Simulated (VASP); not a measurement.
Given:

```
HfB
1.0
    3.16952     0.00000     0.00000
    0.00000     3.16952     0.00000
    0.00000     0.00000     3.16952
Hf B
1 1
Direct
  0.00000   0.00000   0.00000
  0.50000   0.50000   0.50000
```

Method: PBE GGA, VASP's PBE PAW potentials (set 64) (plane waves; VASP 6.6.1). Run with 520 eV cut-off, 9×9×9 Γ-centred mesh, first-order Methfessel-Paxton smearing of 0.10 eV, potentials Hf_pv B.

**Question.** Give the stress tensor in GPa (positive for a compressed cell).

**Answer.** 
```
-20.23    0.00    0.00
  0.00  -20.23    0.00
  0.00    0.00  -20.23
```
The pressure is its mean diagonal, -20.23 GPa.

The structure was generated: HfB was put into the CsCl type (Pm-3m), which need not be its known phase. The cell was not relaxed at this level. The electron count is odd and the run is not spin-polarised, which forces a metal.
